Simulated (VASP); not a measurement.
Data:

```
CELL_PARAMETERS angstrom
      2.75692     1.59171     4.86814
     -2.75692     1.59171     4.86814
      0.00000    -3.18341     4.86814
ATOMIC_POSITIONS crystal
  Bi 0.36595 0.36595 0.36595
  Bi 0.63405 0.63405 0.63405
  O  0.19070 0.55842 0.98736
  O  0.98736 0.19070 0.55842
  O  0.55842 0.98736 0.19070
  O  0.80930 0.44158 0.01264
  O  0.01264 0.80930 0.44158
  O  0.44158 0.01264 0.80930
  Fe 0.14700 0.14700 0.14700
  Fe 0.85300 0.85300 0.85300
```
Starting moments (μB, in the order of the record's atoms Bi Bi O O O O O O Fe Fe): 0.1 0.1 0.2 0.2 0.2 0.2 0.2 0.2 3.9 3.9.

These are PBEsol GGA, VASP's PBE PAW potentials (set 64) (plane waves; VASP) values and carry that method's errors. Numerical set-up: 520 eV cut-off, 6×6×6 Γ-centred mesh, tetrahedra with Blöchl corrections, potentials Bi_d O Fe.

The cores are frozen, which limits the accuracy of field gradients. The moments were started parallel, and other spin orders were not tried in this run.

Give the principal components of the electric field gradient (V/Å²) and the asymmetry η at each nucleus.

```csv
atom,Vxx,Vyy,Vzz,η
Bi1,-25.5,-25.5,51.0,0.00
Bi2,-25.5,-25.5,51.0,0.00
O3,28.7,2.1,-30.8,0.87
O4,28.7,2.1,-30.8,0.87
O5,28.7,2.1,-30.8,0.87
O6,28.7,2.1,-30.8,0.87
O7,28.7,2.1,-30.8,0.87
O8,28.7,2.1,-30.8,0.87
Fe9,-9.1,-9.1,18.2,0.00
Fe10,-9.1,-9.1,18.2,0.00
```

The structure was generated: FeBiO3 was put into the ilmenite type (R-3), which need not be its known phase. It was relaxed first.
